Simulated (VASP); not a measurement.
Data:

```xyz
2
Lattice="0.0000 3.2768 3.2768 3.2768 0.0000 3.2768 3.2768 3.2768 0.0000" Properties=species:S:1:pos:R:3 pbc="T T T"
Ba     0.0000     0.0000     0.0000
S      3.2768     3.2768     3.2768
```

Level of theory: MS2 meta-GGA, VASP's PBE PAW potentials (set 64) (plane waves; VASP 6.6.1). Settings: 520 eV cut-off, 7×7×7 Γ-centred mesh, Gaussian smearing of 0.050 eV, potentials Ba_sv S.

Q: What does the run give for the energy per atom (σ→0), pressure?

A: 
| Item | Value |
|---|---|
| energy per atom (σ→0) | -4.589 eV/atom |
| pressure | -2.28 GPa |

Total energies compare only between runs with the same potentials, cut-off and functional.

The compound is BaS in the rock salt structure. This cell is one point of a volume scan, at 1.06 of the reference volume.
